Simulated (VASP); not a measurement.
Crystal: ZnGe2N2.

```
CELL_PARAMETERS angstrom
-2.73672 4.36628 2.86381
2.68897 -4.30666 2.71856
2.90210 4.41195 -2.76761
ATOMIC_POSITIONS crystal
Zn 0.75959 0.74421 0.00492
Zn 0.27200 0.27999 0.98990
Ge 0.85442 0.43503 0.27939
Ge 0.16942 0.52923 0.69968
Ge 0.33537 0.04781 0.37185
Ge 0.63619 0.94648 0.62122
N 0.64277 0.58890 0.27676
N 0.37711 0.36123 0.71578
N 0.13991 0.87794 0.05161
N 0.84641 0.10475 0.96390
```

The cell was built by a generator and needn't be a form met in nature.

```yaml
Program: VASP 6.6.1
Task: relaxation of cell and atoms
Functional: PBE
Potentials_or_basis: VASP PAW PBE potentials, release 64 (Zn, Ge_d, N)
Cutoff: 520 eV
k_mesh: 6 × 6 × 6
Occupations: gaussian, width 0.15 eV
Spin: no spin polarisation
```

At the start: pressure 8.9 GPa; volume 13.69 Å³/atom.

Question: How do energy, volume and symmetry change on relaxing?

Answer: Over 21 steps the energy falls by 126.2 meV/atom and the volume is 14.10 Å³/atom (+3.0 %); space group C2/c (No. 15, to 0.05 Å).

Step by step:
```
step  energy change (eV)  largest force (eV/Å)  pressure (GPa)  volume (Å³)
   1              0.0000                3.3531            8.88       136.92
   2             -0.6359                1.2681           -7.47       152.46
   3             -0.8477                1.1456           -3.06       146.59
   4             -1.1027                0.6703           -0.81       143.66
   5             -1.1035                0.7396           -0.58       143.49
   6             -1.1908                0.3570            0.03       141.70
   7             -1.2008                0.4101            0.74       140.83
   8             -1.2357                0.2561           -0.23       141.36
   9             -1.2404                0.2631           -0.35       141.61
  10             -1.2525                0.1278            0.27       141.03
  11             -1.2532                0.1605            0.36       140.90
  12             -1.2576                0.1347           -0.19       141.32
  13             -1.2579                0.1030           -0.09       141.24
  14             -1.2600                0.0579           -0.12       141.21
  15             -1.2600                0.0596           -0.09       141.21
  16             -1.2610                0.0512            0.04       141.01
  17             -1.2612                0.0647            0.16       140.84
  18             -1.2618                0.0367            0.13       140.90
  19             -1.2619                0.0355           -0.01       140.92
  20             -1.2620                0.0478            0.04       140.95
  21             -1.2623                0.0260           -0.13       141.05
```

Final structure:
```xyz
10
Lattice="-2.8479 4.4680 2.7747 2.8462 -4.4668 2.7720 2.8452 4.4680 -2.7739" Properties=species:S:1:pos:R:3 pbc="T T T"
Zn   -0.0273    0.0453    4.1519
Zn    2.7881    4.5081   -1.3968
Ge   -0.2582    3.1174    2.7799
Ge    3.0211    1.4352   -0.0212
Ge    0.1754    3.1180    0.0229
Ge    2.5866    1.4328    2.7353
N     0.6892    1.4038    2.7627
N     2.0734    3.1496   -0.0034
N     2.0746   -3.0637    2.7601
N     0.6888    7.6126   -0.0002
```
